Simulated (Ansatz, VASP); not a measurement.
# TiO2 (Rutile): VASP beside Ansatz

Wanted: the spread between two codes on one cell, functional and k mesh. The two relaxations start from unlike cells of this crystal (the structure described is Ansatz's start), so only their ends are compared.

Program: Ansatz 0.2.0. Level of theory: plane waves, with VASP 6.6.1 beside it; PBE with D3(BJ) and PBE. Results are calculated unless marked as measured.

### 1. Set-up

It takes space group P4_2/mnm (No. 136, tetragonal). The conventional cell has a = 4.548 Å, b = 4.548 Å, c = 2.917 Å, α = 90.00°, β = 90.00°, γ = 90.00°. Nearest to Ti lie 6 O at 1.93 to 1.96 Å. Nearest to O lie 3 Ti at 1.93 to 1.96 Å. Farther neighbours and most contacts between anions are not listed.

### 2. VASP: relaxation of cell and atoms, PBE with D3(BJ)

The relaxed volume is the usual yardstick between codes: in a stiff, nearly cubic crystal its relative difference is about their pressure difference at one cell divided by the bulk modulus.

Lines of VASP's logs that name or quote its potential files are left out, and so is its time.

Contents of INCAR:

```
SYSTEM = TiO2
PREC = Accurate
ENCUT = 600
EDIFF = 1E-07
NELM = 120
ISMEAR = 0
SIGMA = 0.01
LREAL = .FALSE.
ALGO = Normal
GGA = PE
IVDW = 12
NBANDS = 30
LASPH = .TRUE.
LORBIT = 11
LWAVE = .FALSE.
LCHARG = .FALSE.
ISIF = 3
IBRION = 2
NSW = 80
EDIFFG = -0.005
GGA_COMPAT = .FALSE.
NELMIN = 4
EFERMI = MIDGAP
KPAR = 2
```

Contents of POSCAR:

```
TiO2
1.0
    4.6098097511      0.0000000000      0.0000000000
    0.0000000000      4.6098097511      0.0000000000
    0.0000000000      0.0000000000      2.9578239196
Ti O
2 4
Direct
    0.0000000000      0.0000000000      0.0000000000
    0.5000001099      0.5000001099      0.5000000000
    0.3042788909      0.3042788909      0.0000000000
    0.1957209991      0.8042790009      0.5000000000
    0.6957211091      0.6957211091      0.0000000000
    0.8042790009      0.1957209991      0.5000000000
```

Contents of KPOINTS:

```
Automatic mesh
0
Gamma
8 8 8
0 0 0
```

Potentials, in the order of the species: Ti_sv and O (PBE family, release 64).

On the command line:

```bash
$ mpirun -np 2 vasp_std
```

Numbers of over 12 decimals in the logs are rounded to 6 here.

The program printed:

```text
[banner, memory and clock lines left out]
running    2 mpi-ranks, on    1 nodes
 distrk:  each k-point on    1 cores,    2 groups
 distr:  one band on    1 cores,    1 groups

 POSCAR found type information on POSCAR TiO
 POSCAR found :  2 types and       6 ions
 LDA part: xc-table for (Slater+PW92), standard interpolation
 POSCAR, INCAR and KPOINTS ok, starting setup
 FFT: planning ... GRIDC
 FFT: planning ... GRID_SOFT
 FFT: planning ... GRID
 WAVECAR not read
 entering main loop
       N       E                     dE             d eps       ncg     rms          rms(c)
DAV:   1     0.706980535926E+03    0.70698E+03   -0.26783E+04  4500   0.208E+03
DAV:   2     0.515790209217E+02   -0.65540E+03   -0.62232E+03  4792   0.585E+02
DAV:   3    -0.657030860050E+02   -0.11728E+03   -0.11443E+03  6688   0.215E+02
DAV:   4    -0.709806924581E+02   -0.52776E+01   -0.52708E+01  6302   0.475E+01
DAV:   5    -0.711915476865E+02   -0.21086E+00   -0.21080E+00  6114   0.770E+00    0.312E+01
DAV:   6    -0.541957642277E+02    0.16996E+02   -0.10339E+02  5520   0.973E+01    0.117E+01
DAV:   7    -0.539028249493E+02    0.29294E+00   -0.15596E+01  5414   0.331E+01    0.818E+00
DAV:   8    -0.537367685749E+02    0.16606E+00   -0.30615E+00  5332   0.171E+01    0.354E+00
DAV:   9    -0.536632480180E+02    0.73521E-01   -0.65813E-01  6164   0.709E+00    0.109E+00
DAV:  10    -0.536718462935E+02   -0.85983E-02   -0.70013E-02  5418   0.211E+00    0.476E-01
DAV:  11    -0.536683459593E+02    0.35003E-02   -0.19279E-02  5632   0.100E+00    0.753E-02
DAV:  12    -0.536684114445E+02   -0.65485E-04   -0.19498E-03  5272   0.466E-01    0.877E-02
DAV:  13    -0.536683217330E+02    0.89712E-04   -0.34447E-04  5378   0.193E-01    0.102E-02
DAV:  14    -0.536683295026E+02   -0.77697E-05   -0.46318E-05  6698   0.579E-02    0.191E-02
DAV:  15    -0.536683261716E+02    0.33310E-05   -0.23724E-05  5884   0.495E-02    0.218E-03
DAV:  16    -0.536683261462E+02    0.25379E-07   -0.10472E-06  5698   0.104E-02    0.101E-03
DAV:  17    -0.536683262494E+02   -0.10316E-06   -0.69387E-08  2718   0.266E-03    0.289E-04
DAV:  18    -0.536683262635E+02   -0.14109E-07   -0.19368E-08  2376   0.142E-03
   1 F= -.55149793E+02 E0= -.55149793E+02  d E =-.551498E+02
 curvature:   0.00 expect dE= 0.000E+00 dE for cont linesearch  0.000E+00
 trial: gam= 0.00000 g(F)=  0.424E-06 g(S)=  0.286E-04 ort = 0.000E+00 (trialstep = 0.100E+01)
 search vector abs. value=  0.290E-04
 bond charge predicted
       N       E                     dE             d eps       ncg     rms          rms(c)
DAV:   1    -0.536673231351E+02    0.10031E-02   -0.65014E-03  6252   0.863E-01    0.129E-01
DAV:   2    -0.536671529831E+02    0.17015E-03   -0.66097E-04  5084   0.244E-01    0.527E-02
DAV:   3    -0.536671211569E+02    0.31826E-04   -0.28105E-04  5254   0.103E-01    0.152E-02
DAV:   4    -0.536671219304E+02   -0.77350E-06   -0.50960E-05  6696   0.381E-02    0.122E-02
DAV:   5    -0.536671239083E+02   -0.19778E-05   -0.28639E-06  5328   0.157E-02    0.709E-03
DAV:   6    -0.536671279151E+02   -0.40068E-05   -0.64215E-06  7274   0.107E-02    0.386E-03
DAV:   7    -0.536671280593E+02   -0.14426E-06   -0.23810E-07  3990   0.378E-03    0.241E-03
DAV:   8    -0.536671282484E+02   -0.18909E-06   -0.12123E-07  3010   0.355E-03    0.248E-04
DAV:   9    -0.536671282711E+02   -0.22641E-07   -0.19111E-08  2322   0.112E-03
   2 F= -.55149790E+02 E0= -.55149790E+02  d E =0.245228E-05
 trial-energy change:    0.000002  1 .order    0.000002   -0.000029    0.000034
 step:   0.4623(harm=  0.4623)  dis= 0.00002  next Energy=   -55.149799 (dE=-0.671E-05)
 bond charge predicted
       N       E                     dE             d eps       ncg     rms          rms(c)
DAV:   1    -0.536678371275E+02   -0.70888E-03   -0.18816E-03  6244   0.464E-01    0.693E-02
DAV:   2    -0.536677902640E+02    0.46864E-04   -0.19192E-04  5084   0.132E-01    0.283E-02
DAV:   3    -0.536677806509E+02    0.96132E-05   -0.81154E-05  5248   0.551E-02    0.829E-03
DAV:   4    -0.536677802390E+02    0.41186E-06   -0.14826E-05  6734   0.208E-02    0.656E-03
DAV:   5    -0.536677803150E+02   -0.75978E-07   -0.81394E-07  5024   0.841E-03
   3 F= -.55149800E+02 E0= -.55149800E+02  d E =-.673372E-05
 curvature:  -0.23 expect dE=-0.186E-05 dE for cont linesearch -0.117E-05
 trial: gam= 0.00000 g(F)=  0.139E-05 g(S)=  0.666E-05 ort =-0.121E-04 (trialstep = 0.892E+00)
 search vector abs. value=  0.804E-05
 reached required accuracy - stopping structural energy minimisation
```

Parts of OUTCAR (step 2):

```text
ion  position               nearest neighbor table
   1  0.000  0.000  0.000-   4 1.95   6 1.95   4 1.95   6 1.95   5 1.98   3 1.98
   2  0.500  0.500  0.500-   5 1.95   5 1.95   3 1.95   3 1.95   4 1.98   6 1.98
   3  0.304  0.304  0.000-   2 1.95   2 1.95   1 1.98
   4  0.196  0.804  0.500-   1 1.95   1 1.95   2 1.98
   5  0.696  0.696  0.000-   2 1.95   2 1.95   1 1.98
   6  0.804  0.196  0.500-   1 1.95   1 1.95   2 1.98

  LATTYP: Found a simple tetragonal cell.
 ALAT       =     4.6098097511
 C/A-ratio  =     0.6416368743

 Subroutine GETGRP returns: Found 16 space group operations
 (whereof  8 operations were pure point group operations)

The static configuration has the point symmetry D_2h.
 The point group associated with its full space group is D_4h.

 Found     75 irreducible k-points:

   k-points           NKPTS =     75   k-points in BZ     NKDIM =     75   number of bands    NBANDS=     30

   dimension x,y,z NGX =    40 NGY =   40 NGZ =   24
   dimension x,y,z NGXF=    80 NGYF=   80 NGZF=   48

   ENCUT  =  600.0 eV  44.10 Ry    6.64 a.u.   9.21  9.21  5.91*2*pi/ulx,y,z

   NELECT =      48.0000    total number of electrons

 k-points in reciprocal lattice and weights: Automatic mesh
   0.00000000  0.00000000  0.00000000       0.002
   0.12500000  0.00000000  0.00000000       0.008
   0.25000000  0.00000000  0.00000000       0.008
   0.37500000  0.00000000  0.00000000       0.008
   0.50000000  0.00000000  0.00000000       0.004
   0.12500000  0.12500000  0.00000000       0.008
   0.25000000  0.12500000  0.00000000       0.016
   0.37500000  0.12500000  0.00000000       0.016
   0.50000000  0.12500000  0.00000000       0.008
[...]
0.50000000  0.37500000  0.50000000       0.008
   0.50000000  0.50000000  0.50000000       0.002

 Edisp (eV)   -1.48266

 average (electrostatic) potential at core
       1 -76.3026       2 -76.3026       3 -69.3670       4 -69.3670       5 -69.3670
       6 -69.3670

 E-fermi :   5.6990

 k-point     1 :       0.0000    0.0000    0.0000
  band No.  band energies     occupation
    ...
     20       2.8207      2.00000
     21       4.0831      2.00000
     22       4.3261      2.00000
     23       4.3261      2.00000
     24       4.7821      2.00000
     25       6.6159      0.00000
     26       6.8969      0.00000
     27       7.1581      0.00000
     28       7.2548      0.00000
     29       7.2549      0.00000
    ...

 k-point     2 :       0.1250    0.0000    0.0000
  band No.  band energies     occupation
    ...
     20       2.8273      2.00000
     21       3.9808      2.00000
     22       4.0359      2.00000
     23       4.1896      2.00000
     24       4.7296      2.00000
     25       6.7050      0.00000
     26       7.0183      0.00000
     27       7.2752      0.00000
     28       7.3176      0.00000
     29       7.3449      0.00000
    ...

 k-point     3 :       0.2500    0.0000    0.0000
  band No.  band energies     occupation
    ...
     20       2.8637      2.00000
     21       3.3466      2.00000
     22       3.7277      2.00000
     23       3.9633      2.00000
     24       4.5525      2.00000
     25       6.9084      0.00000
     26       7.2227      0.00000
     27       7.4788      0.00000
     28       7.5481      0.00000
     29       7.5601      0.00000
    ...

 Edisp (eV)   -1.48202

  Total       0.01667     0.01667     0.01650     0.00000     0.00000     0.00000
  in kB       0.42510     0.42510     0.42081     0.00000     0.00000     0.00000
  external pressure =        0.42 kB  Pullay stress =        0.00 kB

  energy-cutoff  :      600.00
  volume of cell :       62.83
      direct lattice vectors                 reciprocal lattice vectors
     4.609403065  0.000000000  0.000000000     0.216947832 -0.000000000  0.000000000
     0.000000000  4.609403065  0.000000000     0.000000000  0.216947832  0.000000000
     0.000000000  0.000000000  2.957281867     0.000000000  0.000000000  0.338148355

 POSITION                                       TOTAL-FORCE (eV/Angst)
 -----------------------------------------------------------------------------------
      0.00000      0.00000      0.00000         0.000000      0.000000      0.000000
      2.30470      2.30470      1.47864         0.000000      0.000000      0.000000
      1.40252      1.40252      0.00000        -0.001895     -0.001895      0.000000
      0.90218      3.70722      1.47864         0.001895     -0.001895      0.000000
      3.20688      3.20688      0.00000         0.001895      0.001895      0.000000
      3.70722      0.90218      1.47864        -0.001895      0.001895      0.000000
 -----------------------------------------------------------------------------------
    total drift:                               -0.000984     -0.000984      0.000001

  FREE ENERGIE OF THE ION-ELECTRON SYSTEM (eV)
  ---------------------------------------------------
  free  energy   TOTEN  =       -55.1497995174 eV

  energy  without entropy=      -55.1497995174  energy(sigma->0) =      -55.14979952

 reached required accuracy - stopping structural energy minimisation

 total charge
# of ion       s       p       d       tot
------------------------------------------
    1        2.220   6.297   1.710  10.227
    2        2.220   6.297   1.710  10.227
    3        1.569   3.501   0.000   5.070
    4        1.569   3.501   0.000   5.070
    5        1.569   3.501   0.000   5.070
    6        1.569   3.501   0.000   5.070
--------------------------------------------------
tot         10.717  26.597   3.420  40.733

[... 3 further parts left out ...]
```

CONTCAR:

```
TiO2
   1.00000000000000
     4.6094030653256564    0.0000000000000000    0.0000000000000000
     0.0000000000000000    4.6094030653256564    0.0000000000000000
     0.0000000000000000    0.0000000000000000    2.9572818672834424
  Ti              O
     2     4
Direct
     0.0000000000000000    0.0000000000000000    0.0000000000000000
     0.5000001099000002    0.5000001099000002    0.5000000000000000
     0.3042738186822597    0.3042738186822597    0.0000000000000000
     0.1957260713177384    0.8042739286822617    0.5000000000000000
     0.6957261813177403    0.6957261813177403    0.0000000000000000
     0.8042739286822617    0.1957260713177384    0.5000000000000000
```

This run has no spin polarisation, so a moment on Ti, if there is one, isn't seen. The gap is read on the k-mesh alone, so it is an upper bound where the band edges lie off the mesh. The run keeps the 16 symmetry operations of its start, so it cannot find a distortion of lower symmetry.

### 3. Ansatz: relaxation of cell and atoms, PBE with D3(BJ)

Ansatz runs on its default PAW (the set named soft_2) files.

Its own start cell and the same functional and mesh now go to Ansatz, which takes its cutoff from its data sets.

Contents of input.yaml:

```yaml
crystal:
  lattice:
    - [4.5480871073, 0.0, 0.0]
    - [0.0, 4.5480871073, 0.0]
    - [0.0, 0.0, 2.9171404158]
  atoms:
    - { symbol: Ti, position: [0.0, 0.0, 0.0] }
    - { symbol: Ti, position: [0.5, 0.5, 0.5] }
    - { symbol: O, position: [0.3039658349, 0.3039658349, 0.0] }
    - { symbol: O, position: [0.1960341651, 0.8039658349, 0.5] }
    - { symbol: O, position: [0.6960341651, 0.6960341651, 0.0] }
    - { symbol: O, position: [0.8039658349, 0.1960341651, 0.5] }
kpoints:
  mp_grid: { grid: [8, 8, 8] }
hamiltonian:
  xc: pbe
  dispersion: d3bj
scf:
  occupations: { method: fixed }
output:
  forces: true
  stress: true
  eigenvalues: true
relax:
  adjacent_minimum: "off"
  f_tol: 0.001
  max_steps: 60
  cell: { stress_tol: 0.01 }
```

On the command line:

```bash
$ ansatz run input.yaml --threads 4 --pin off --max-ram 14336MiB --backend cpu --events-out ev --progress --plain --runs-dir out
```

The program printed:

```text
Engine: ansatz 0.2.0, aarch64-unknown-linux-gnu
Pseudopotentials: kind: paw
Pseudopotential: Ti, paw, valence charge 12, recommended cutoff 420 eV (normal), Ti.paw.azcp
Pseudopotential: O, paw, valence charge 6, recommended cutoff 420 eV (normal), O.paw.azcp
Functional definition: PBE
  parameter kappa = 0.804
  parameter beta = 0.066725
  exchange = pbe_x(kappa = kappa, mu = beta*pi^2/3)
  correlation = pbe_c(beta = beta)
Crystal: 6 atoms, lattice volume = 60.341 Å³
Basis set: ecut = 420 eV, 1161 PW (Γ), exchange–correlation on 64×64×40 points (8 copies of the dense FFT grid, shifted against one another)
Bands: 30, of which v1, the nominal top of the filled ones, is band 24 counted from 1 (23 counted from 0)
Symmetry: 16 space group operations
Space group: P42/mnm (ITA 136), of the structure as read, at distance tolerance 3.9e-5 Å
k-points: 75 of 512
Non-local potential: Ti, projectors of the file, l = 0: 3, l = 1: 2, l = 2: 3, l = 3: 1
Non-local potential: O, projectors of the file, l = 0: 2, l = 1: 2, l = 2: 1
PAW form: soft (Blöchl's): semilocal exchange-correlation on the pseudo side does not see the compensation charge
PAW one-centre angular grid: Ti, 590 points (default); XC on 64 Gauss nodes
PAW one-centre angular grid: O, 110 points (default); XC on 64 Gauss nodes
Initial density: superposition of atomic densities (neutral atoms: chi_scale 0, normalization atom), corrected by the library's trained network
Initial wavefunctions: pseudopotential atomic-orbital guess
Functional: x = pbe(κ = 0.804, μ = 0.219515), c = pbe(β = 0.066725)
SCF iter   1: F=—  HF=-7278.704527 eV  |F-HF|=—  |Δ(HF+E_count)|=         —  Δρ=2.18e-3  dr2=1.75e-3  ethr=1.77e-3  ⟨swp⟩=3.8  Hψ=8396  notcnv=0  defer=170
preconditioner: auto → Resta (q_TF=auto, 2.626 Å⁻¹)  ε∞=8.9  [insulator: Δε(μ)=1.927 eV  Ē_g=9.650 eV  n_scr=18 (ndim 8)  ℏωp=27.0 eV  f_vac=0.015  ε∞_Penn≈8.9]
SCF iter   2: F=—  HF=-7278.705187 eV  |F-HF|=—  |Δ(HF+E_count)|=   6.60e-4  Δρ=1.25e-3  dr2=4.80e-4  ethr=3.66e-6  ⟨swp⟩=2.4  Hψ=4012  notcnv=0  defer=300
SCF iter   3: F=—  HF=-7278.705480 eV  |F-HF|=—  |Δ(HF+E_count)|=   2.93e-4  Δρ=6.24e-4  dr2=1.67e-4  ethr=1.00e-6  ⟨swp⟩=2.0  Hψ=3188  notcnv=0  defer=300
SCF iter   4: F=—  HF=-7278.705596 eV  |F-HF|=—  |Δ(HF+E_count)|=   1.16e-4  Δρ=1.18e-4  dr2=7.79e-6  ethr=3.49e-7  ⟨swp⟩=2.1  Hψ=3247  notcnv=0  defer=169
SCF iter   5: F=—  HF=-7278.705526 eV  |F-HF|=—  |Δ(HF+E_count)|=   7.01e-5  Δρ=3.34e-5  dr2=5.69e-7  ethr=1.62e-8  ⟨swp⟩=2.0  Hψ=3306  notcnv=0  defer=112
SCF iter   6: F=-7278.705526 eV  HF=-7278.705526 eV  |F-HF|=7.76e-8  |Δ(HF+E_count)|=   1.76e-7  Δρ=1.21e-5  dr2=8.70e-8  ethr=2.08e-10  ⟨swp⟩=8.9  Hψ=9699  notcnv=0
SCF 1 converged in 6 iterations: F = -7278.705526 eV  dr2 = 8.70e-8
  greatest PAW one-centre occupation: 0.999 electrons in one spin orbital (limit 2), on the Ti atom at site 1 (counted from 0), in its partial waves of l = 0
relax step   1: F+E_penalty+E_count = -7278.70552578 eV  Δ(F+E_penalty+E_count) = +0.000e0 eV  max|allowed force component| = 9.517e-2 eV/Å  Δτ_max = 0.0000 Å  P = +9.852 GPa  Ω = 60.341 Å³  (6 SCF iters, dr2 threshold 1.00e-7 eV, accepted)
[...]
relax step   7: F+E_penalty+E_count = -7278.77577719 eV  Δ(F+E_penalty+E_count) = -1.331e-2 eV  max|allowed force component| = 1.825e-4 eV/Å  Δτ_max = 0.0000 Å  P = +0.370 GPa  Ω = 62.628 Å³  stress off target by 3.74e-1 GPa  SCF on the basis re-selected at this cell (its energy is not comparable with the rows above)  (8 SCF iters)
[...]
relax step   8: F+E_penalty+E_count = -7278.77542946 eV  Δ(F+E_penalty+E_count) = +3.477e-4 eV  max|allowed force component| = 7.998e-5 eV/Å  Δτ_max = 0.0004 Å  P = +0.011 GPa  Ω = 62.730 Å³  energy of the carried Pulay correction = -4.693e-4 eV  (4 SCF iters, dr2 threshold 3.50e-7 eV, accepted)
[...]
relax step   9: F+E_penalty+E_count = -7278.77541402 eV  Δ(F+E_penalty+E_count) = +1.544e-5 eV  max|allowed force component| = 4.751e-5 eV/Å  Δτ_max = 0.0000 Å  P = -0.000 GPa  Ω = 62.733 Å³  energy of the carried Pulay correction = -4.849e-4 eV  (6 SCF iters, dr2 threshold 3.47e-10 eV, accepted)
[...]
relax step  10: F+E_penalty+E_count = -7278.77585387 eV  Δ(F+E_penalty+E_count) = -4.399e-4 eV  max|allowed force component| = 5.889e-5 eV/Å  Δτ_max = 0.0000 Å  P = +0.005 GPa  Ω = 62.733 Å³  stress off target by 7.11e-3 GPa  SCF on the basis re-selected at this cell (its energy is not comparable with the rows above)  (6 SCF iters)
basis re-selected at this cell: Δ(F+E_penalty+E_count) = -4.399e-4 eV, ΔP = +0.006 GPa vs the last step (what re-selecting the basis moved, of the pressure what is left beyond the Pulay correction that the steps carried, after the strain that the cell walked since its last selection, with what the two solves' SCF thresholds leave and, on support functions, any second-order correction that the steps lacked; it is no m [...]
SCF converged after 6 iterations
Free energy (F): -7278.775854 eV
Harris-Foulkes:  -7278.775854 eV  (|F-HF|=1.82e-12)
Internal energy: -7278.775854 eV  (E = F + TS)
E sigma→0 (E₀):  -7278.775854 eV
Fermi energy:    9.058867 eV
--- Per-component energies (eV) ---
  E_band       = -394.390202
  E_kinetic    = 1246.611829
  E_local      = -3094.815958  (includes V_loc(G=0)·N_el)
  E_nonlocal   = 196.392829
  E_hartree    = 1178.470243
  E_xc         = -492.724585
  E_vxc        = -624.031044  (∫ρ·V_xc dr)
  E_paw        = -2721.854352  (= ΣΔE_a)
  E_vpaw       = -475.498532  (= ΣTr[D̂ρ^β])
  E_aug_tail   = 0.010139  (compensation charges beyond the density's cutoff)
  E_ewald      = -3589.381230
  E_disp       = -1.484769  (pairwise vdW)
  E_smearing   = -0.000000  (= −TS)
  E_closure    = 0.000000  (closes the sum)
  Σ components = -7278.775854   (vs F -7278.775854, Δ=0.00e0)
--- Forces (eV/Å), atoms counted from 1 ---
  atom   1  Ti     0.00000000     0.00000000     0.00000000
  atom   2  Ti     0.00000000     0.00000000     0.00000000
  atom   3  O      0.00005889     0.00005889     0.00000000
  atom   4  O     -0.00005889     0.00005889     0.00000000
  atom   5  O     -0.00005889    -0.00005889     0.00000000
  atom   6  O      0.00005889    -0.00005889     0.00000000
  max |Σ_I F_I| component: 1.52e-18 eV/Å
--- Stress (GPa, compression-positive) ---
        0.007112       0.000000       0.000000
        0.000000       0.007112       0.000000
        0.000000       0.000000       0.001986
  P = ⅓ Tr σ = 0.0054 GPa (0.054 kbar)
--- Band table (eV; the first three rows and the last of 75) ---
  k-point 0: bands = [... 20 lower, 8.3701, 8.6100, 8.6100, 9.0589, 10.9269, 11.2101, 11.4725, 11.5676, ... 2 higher]
  k-point 1: bands = [... 20 lower, 7.7474, 8.3032, 8.3032, 8.9833, 11.2944, 11.3558, 11.3733, 11.7612, ... 2 higher]
  k-point 2: bands = [... 20 lower, 7.2920, 7.5773, 7.5773, 8.6056, 11.2914, 11.6050, 11.8930, 12.1859, ... 2 higher]
  k-point 74: bands = [... 20 lower, 7.7860, 7.7860, 8.3879, 8.3879, 11.6586, 11.6586, 12.2615, 12.2615, ... 2 higher]
--- Relaxed structure (8 steps of the walk, 8 accepted, 2 SCFs on fresh bases) ---
  F+E_penalty+E_count = -7278.77585387 eV   max|allowed force component| = 5.889e-5 eV/Å   (the final SCF, on the basis selected at the relaxed cell)
  cell:  # Å, volume = 62.7335 Å³
    - [4.608109, 0, 0.0]
    - [0, 4.608109, 0.0]
    - [0.0, 0.0, 2.954294]
  atoms:
    - { symbol: Ti, position: [0, 0, 0.0] }
    - { symbol: Ti, position: [0.5, 0.5, 0.5] }
    - { symbol: O, position: [0.304378, 0.304378, 0.0] }
    - { symbol: O, position: [0.195622, 0.804378, 0.5] }
    - { symbol: O, position: [0.695622, 0.695622, 0.0] }
    - { symbol: O, position: [0.804378, 0.195622, 0.5] }
```

(Part 1 of 2 ends here.)

[Lines on the potential files, build, host, timing and source positions are cut from VASP's logs without a mark.]

[Logs are printed without paths, hosts, clocks, repeated set-up lines and the standing remarks that a program may print on its own settings, such as how far it seeks lower states.]

[Hosts, paths, dates, database ids (printed as entryN), source tags and the programs' standing remarks are cut or masked in the printed files.]
